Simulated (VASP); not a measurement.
VASP input:

**KPOINTS**
```
Automatic mesh
0
Gamma
13 13 4
0 0 0
```

### POSCAR
```
C
1
    1.2331933970    -2.1359531223     0.0000000000
    1.2331933970     2.1359531223    -0.0000000000
    0.0000000000    -0.0000000000     6.6406153234
C
4
Direct
  0.0000000000   0.0000000000   0.2500000000
  0.0000000000   0.0000000000   0.7500000000
  0.3333330000   0.6666670000   0.2500000000
  0.6666670000   0.3333330000   0.7500000000
```

**INCAR**
```
SYSTEM = C
PREC = Accurate; ENCUT = 520; LREAL = .False.
LASPH = .True.
EDIFF = 1E-6; NELM = 100; ALGO = Normal
ISMEAR = 1; SIGMA = 0.1
GGA = BO; LUSE_VDW = .True.; AGGAC = 0.0
PARAM1 = 0.1833333333; PARAM2 = 0.22
IBRION = 2; NSW = 60; ISIF = 3
EDIFFG = -0.02
LWAVE = .False.; LCHARG = .False.
```

POTCAR, in this order: C (PBE.64 set). Program: vasp_std.

Question: Translate this optB88-vdW calculation to Quantum ESPRESSO's pw.x.

Answer: One equivalent input (not run):
```
&CONTROL
  calculation = 'vc-relax'
  pseudo_dir = './pseudo'
  outdir = './out'
  tprnfor = .true.
  tstress = .true.
  nstep = 60
  forc_conv_thr = 0.00078
/
&SYSTEM
  ibrav = 0
  nat = 4
  ntyp = 1
  ecutwfc = 82
  occupations = 'smearing'
  smearing = 'methfessel-paxton'
  degauss = 0.00735
  input_dft = 'vdw-df-obk8'
/
&ELECTRONS
  conv_thr = 7.3e-08
  electron_maxstep = 100
/
&IONS
/
&CELL
/
ATOMIC_SPECIES
  C 12.011 C.upf
CELL_PARAMETERS angstrom
     1.2331934   -2.1359531    0.0000000
     1.2331934    2.1359531   -0.0000000
     0.0000000   -0.0000000    6.6406153
ATOMIC_POSITIONS crystal
  C    0.0000000  0.0000000  0.2500000
  C    0.0000000  0.0000000  0.7500000
  C    0.3333330  0.6666670  0.2500000
  C    0.6666670  0.3333330  0.7500000
K_POINTS automatic
  13 13 4 0 0 0
```
What does not carry over: the potentials are each code's own (VASP's PAW set, PseudoDojo norm-conserving files in pw.x), so ENCUT and ecutwfc are chosen apart and not converted; conv_thr bounds pw.x's estimated SCF error, while EDIFF bounds the energy change between steps; forc_conv_thr acts on force components and is met together with etot_conv_thr.

The compound is C in the graphite structure. This run relaxes it. Symmetry was kept, so distortions that lower it aren't found. The start is the result of an earlier pass.
